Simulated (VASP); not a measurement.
The cell holds one BN (hex) bilayer, with vacuum along c. Ionisation potential and electron affinity count from the cell's own band edges, surface states included.

Here is the system:

```
CELL_PARAMETERS angstrom
      2.50996     0.00000     0.00000
     -1.25498     2.17369     0.00000
      0.00000     0.00000    19.00870
ATOMIC_POSITIONS crystal
  B  0.66667 0.33333 0.41386
  B  0.33333 0.66667 0.58614
  N  0.33333 0.66667 0.41386
  N  0.66667 0.33333 0.58614
```

Method: optB88-vdW, VASP's PBE PAW potentials (set 64) (plane waves; VASP). Settings: 500 eV cut-off, 12×12×1 Γ-centred mesh, Gaussian smearing of 0.050 eV, potentials B N.

### Question
Predict its energy to cut it from the bulk, per area, ionisation potential, electron affinity, band gap (on the k-mesh).

### Answer

* **energy to cut it from the bulk, per area**: 27.8 meV/Å²
* **ionisation potential**: 6.08 eV
* **electron affinity**: 1.58 eV
* **band gap (on the k-mesh)**: 4.49 eV

The cell is a sheet with vacuum, built from BN (hex).
